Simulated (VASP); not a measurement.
All values below come from revTPSS meta-GGA, VASP's PBE PAW potentials (set 64) (plane waves; VASP).

The input files of a VASP run:

File KPOINTS:
```
kpoints
0
Gamma
 18 18 18
0 0 0
```

**INCAR**
```
# general
SYSTEM  = Ni
PREC    = Accurate
ENCUT   = 520
LREAL   = F
LASPH   = T

# electronic loop
EDIFF   = 1E-7
NELM    = 100
ALGO    = Normal
LMAXMIX = 4
LMIXTAU = T

# smearing
ISMEAR  = 1
SIGMA   = 0.1

# functional
METAGGA = RTPSS

# spin
ISPIN   = 2
MAGMOM  = 0.6

# ions
ISIF    = 2

# output
LWAVE   = F
LCHARG  = F
LORBIT  = 10
```

File POSCAR:
```
Ni
1.0
  0.0000000000   1.7623224419   1.7623224419
  1.7623224419   0.0000000000   1.7623224419
  1.7623224419   1.7623224419   0.0000000000
Ni
1
direct
  0.0000000000   0.0000000000   0.0000000000
```

POTCAR, in this order: Ni (PBE.64 set). Program: vasp_std.

The resulting files:

### OUTCAR
```
 ion  position               nearest neighbor table
   1  0.000  0.000  0.000-
  LATTYP: Found a face centered cubic cell.
 ALAT       =     3.5246448838
 Subroutine PRICEL returns:
 Original cell was already a primitive cell.
 Subroutine GETGRP returns: Found 48 space group operations
The static configuration has the point symmetry O_h .
The dynamic configuration has the point symmetry O_h .
The overall configuration has the point symmetry O_h .
 Subroutine INISYM returns: Found 48 space group operations
 Subroutine IBZKPT returns following result:
 Found    195 irreducible k-points:

 Following reciprocal coordinates:
            Coordinates               Weight
  0.000000  0.000000  0.000000      1.000000
  0.055556  0.000000  0.000000      8.000000
  0.111111  0.000000  0.000000      8.000000
  0.166667  0.000000  0.000000      8.000000
  0.222222  0.000000  0.000000      8.000000
  0.277778  0.000000  0.000000      8.000000
  0.333333  0.000000  0.000000      8.000000
  0.388889  0.000000  0.000000      8.000000
  0.444444  0.000000  0.000000      8.000000
  0.500000  0.000000  0.000000      4.000000
  0.055556  0.055556  0.000000      6.000000
  0.111111  0.055556  0.000000     24.000000
  0.166667  0.055556  0.000000     24.000000
  0.222222  0.055556  0.000000     24.000000
  0.277778  0.055556  0.000000     24.000000
  0.333333  0.055556  0.000000     24.000000
  0.388889  0.055556  0.000000     24.000000
  0.444444  0.055556  0.000000     24.000000
  0.500000  0.055556  0.000000     24.000000
 -0.444444  0.055556  0.000000     24.000000
 -0.388889  0.055556  0.000000     24.000000
 -0.333333  0.055556  0.000000     24.000000
 -0.277778  0.055556  0.000000     24.000000
 -0.222222  0.055556  0.000000     24.000000
...
```

### OSZICAR
```
       N       E                     dE             d eps       ncg     rms          rms(c)
DAV:   1     0.539163231118E+02    0.53916E+02   -0.65211E+03  7424   0.204E+03
DAV:   2     0.916630086405E+01   -0.44750E+02   -0.43580E+02  8367   0.280E+02
DAV:   3     0.690712515869E+01   -0.22592E+01   -0.21895E+01 10181   0.825E+01
DAV:   4     0.687091261334E+01   -0.36213E-01   -0.36180E-01 10986   0.106E+01
DAV:   5     0.687038823731E+01   -0.52438E-03   -0.52432E-03 10789   0.108E+00    0.779E+00
DAV:   6    -0.198569098482E+01   -0.88561E+01   -0.17531E+01  7047   0.532E+01    0.547E+00
DAV:   7    -0.252992000058E+01   -0.54423E+00   -0.17154E+00  8906   0.199E+01    0.943E+00
DAV:   8    -0.170262959960E+01    0.82729E+00   -0.71390E+00  7793   0.385E+01    0.180E+00
DAV:   9    -0.170014102222E+01    0.24886E-02   -0.34726E-02  8369   0.223E+00    0.889E-01
DAV:  10    -0.170111587005E+01   -0.97485E-03   -0.87458E-02  8136   0.301E+00    0.584E-01
DAV:  11    -0.169711191152E+01    0.40040E-02   -0.12123E-02  8118   0.136E+00    0.256E-01
DAV:  12    -0.169632395348E+01    0.78796E-03   -0.42939E-03  8127   0.780E-01    0.661E-02
DAV:  13    -0.169628680159E+01    0.37152E-04   -0.62489E-04  9517   0.316E-01    0.220E-02
DAV:  14    -0.169628657280E+01    0.22879E-06   -0.18041E-06  7498   0.174E-02    0.153E-02
DAV:  15    -0.169628233314E+01    0.42397E-05   -0.32380E-05  8103   0.634E-02    0.689E-03
DAV:  16    -0.169628295565E+01   -0.62251E-06   -0.21154E-06  7450   0.221E-02    0.277E-03
DAV:  17    -0.169628282320E+01    0.13245E-06   -0.65127E-08  3706   0.460E-03    0.154E-03
DAV:  18    -0.169628276639E+01    0.56815E-07   -0.92754E-09  3595   0.158E-03
   1 F= -.16962828E+01 E0= -.16965234E+01  d E =0.722015E-03  mag=     0.6269
```

OUTCAR:
```
------------------------ aborting loop because EDIFF is reached ----------------------------------------
  FORCE on cell =-STRESS in cart. coord.  units (eV):
  Direction    XX          YY          ZZ          XY          YZ          ZX
  --------------------------------------------------------------------------------------
  Total       -0.8073229     -0.8073229     -0.8073229      0.0000000      0.0000000      0.0000000
  in kB     -118.1603474   -118.1603474   -118.1603474      0.0000000      0.0000000      0.0000000
  external PRESSURE =    -118.1603474 kB  Pullay stress =       0.0000000 kB
  volume of cell :       10.95
      direct lattice vectors                 reciprocal lattice vectors
     0.000000000  1.762322442  1.762322442    -0.283716525  0.283716525  0.283716525
     1.762322442  0.000000000  1.762322442     0.283716525 -0.283716525  0.283716525
     1.762322442  1.762322442  0.000000000     0.283716525  0.283716525 -0.283716525
 POSITION                                       TOTAL-FORCE (eV/Angst)
 -----------------------------------------------------------------------------------
      0.00000      0.00000      0.00000        -0.000000      0.000000     -0.000000
 -----------------------------------------------------------------------------------
    total drift:                                0.000000     -0.000000      0.000000
  FREE ENERGIE OF THE ION-ELECTRON SYSTEM (eV)
  ---------------------------------------------------
  free  energy   TOTEN  =        -1.6962827664 eV

  energy  without entropy=       -1.6970047810  energy(sigma->0) =       -1.69652344

 total charge

# of ion       s       p       d       tot
------------------------------------------
    1        0.486   0.496   8.292   9.274

 magnetization (x)

# of ion       s       p       d       tot
------------------------------------------
    1       -0.009  -0.027   0.677   0.641
```
(Selected blocks of OUTCAR.)

The compound is Ni in the fcc structure. This cell is one point of a volume scan, at 1.06 of the reference volume.
